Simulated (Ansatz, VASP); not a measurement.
This is a calculation of AgB2 for Ansatz 0.2.0.

Contents of input.yaml:

```yaml
crystal:
  lattice:
    - [3.0, 0.0, 0.0]
    - [-1.5, 2.5980762114, 0.0]
    - [0.0, 0.0, 3.24]
  atoms:
    - { symbol: Ag, position: [0.0, 0.0, 0.0] }
    - { symbol: B, position: [0.6666666667, 0.3333333333, 0.5] }
    - { symbol: B, position: [0.3333333333, 0.6666666667, 0.5] }
hamiltonian:
  xc: rpbe
  pseudopotentials: { kind: paw }
kpoints:
  mp_grid: { grid: [10, 10, 8] }
scf:
  occupations: { method: fermi_dirac, width: 0.05 }
output:
  forces: true
  stress: true
  eigenvalues: true
relax:
  f_tol: 0.01
  max_steps: 40
  cell: { stress_tol: 0.05 }
```

Potentials or basis: Ansatz PAW.

Command:

```bash
$ ansatz run input.yaml --threads 2 --pin off --max-ram 5632MiB --backend cpu --events-out ev --progress --plain --runs-dir out
```

Problem. Translate it to VASP 6.6.1. Potentials there: VASP PAW PBE potentials, release 64 (Ag, B).

Solution. As run (the cutoff follows the program's own potentials):

The input INCAR:

```
SYSTEM = AgB2
ALGO = Normal
EDIFF = 1E-6
EDIFFG = -0.02
ENCUT = 600
GGA = RP
IBRION = 2
ISIF = 3
ISMEAR = -1
LASPH = .True.
LCHARG = .False.
LREAL = .False.
LWAVE = .False.
NELM = 80
NSW = 40
PREC = Accurate
SIGMA = 0.05
```

KPOINTS

```
k-points
0
Gamma
  10 10 8
  0 0 0
```

POSCAR

```
AgB2
1.0
    3.0000000000      0.0000000000      0.0000000000
   -1.5000000000      2.5980762114      0.0000000000
    0.0000000000      0.0000000000      3.2400000000
Ag B
1 2
Direct
    0.0000000000      0.0000000000      0.0000000000
    0.6666666667      0.3333333333      0.5000000000
    0.3333333333      0.6666666667      0.5000000000
```

Potentials or basis: VASP PAW PBE potentials, release 64 (Ag, B).

Launch:

```console
$ cat potpaw_PBE.64/Ag/POTCAR potpaw_PBE.64/B/POTCAR > POTCAR
$ mpirun -np 1 vasp_std > vasp.out
```

Both were run:

|  | VASP | Ansatz | Ansatz less VASP |
| --- | --- | --- | --- |
| gap on the k mesh at the Fermi level, each at its own relaxed structure (eV) | none | none | - |
| relaxed volume (Å³/atom) | 11.01 | 11.03 | +0.016 |
| relaxed cell length with the largest relative difference (Å) | 3.036 | 3.038 | +0.0027 |
| energy change over the relaxation (meV/atom) | -499 | -502 | -3.4 |

A gap of «none» marks a metal or a gap that the smearing closes. The two sets of potentials don't hold the same shells in valence.

Caveats: the volume moved by over 15 % at a fixed basis, so the end points are rough; the PAW data sets were made with another functional, which shifts forces and pressure a little (VASP); the plane-wave basis is chosen anew once the cell has moved, so the energies of steps on either side of that aren't comparable (Ansatz); the PAW data sets come from PBE, with cores solved anew for the run's functional, which leaves a small shift of forces and pressure (Ansatz). RPBE and its kin give volumes clearly too large for solids. Zero-point motion and thermal expansion aren't in these numbers.
